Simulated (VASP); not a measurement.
Given:

```yaml
crystal:
  lattice:
    - [1.80971, -3.13450, 0.00000]
    - [1.80971, 3.13450, 0.00000]
    - [0.00000, 0.00000, 5.85841]
  atoms:
    - { symbol: Hf, position: [0.00000, 0.00000, 0.00000] }
    - { symbol: S, position: [0.33333, 0.66667, 0.24743] }
    - { symbol: S, position: [0.66667, 0.33333, 0.75257] }
```

Method: PBE GGA with D3 dispersion (zero damping), VASP's PBE PAW potentials (set 64) (plane waves; VASP). Numerical set-up: 520 eV cut-off, Gaussian smearing of 0.050 eV, potentials Hf_pv S.

Unless said otherwise, spin-orbit coupling is left out, though it shifts the bands of the heavy elements here.

Question: Estimate the band gap (along the path) with the smallest direct gap where there is one.

Answer: 
```json
{
  "band gap (along the path)": "0.99 eV",
  "smallest direct gap (along the path)": "1.92 eV"
}
```

Only differences to runs with the same potentials and settings are physical.

The compound is HfS2 in the 1T layered structure. It was relaxed first.
